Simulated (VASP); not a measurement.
```
CELL_PARAMETERS angstrom
      0.00000     3.66757     3.66757
      3.66757     0.00000     3.66757
      3.66757     3.66757     0.00000
ATOMIC_POSITIONS crystal
  K  0.25000 0.25000 0.25000
  K  0.75000 0.75000 0.75000
  S  0.00000 0.00000 0.00000
```

Method: AM05 GGA, VASP's PBE PAW potentials (set 64) (plane waves; VASP 6.6.1). Run with 520 eV cut-off, 5×5×5 Γ-centred mesh, Gaussian smearing of 0.050 eV, potentials K_sv S.

Q: Estimate the energy per atom (σ→0).

A: 
| Quantity | Result |
|---|---|
| energy per atom (σ→0) | -3.107 eV/atom |

Total energies compare only between runs with the same potentials, cut-off and functional.

The compound is K2S in the antifluorite structure. This cell is one point of a volume scan, at 0.97 of the reference volume.
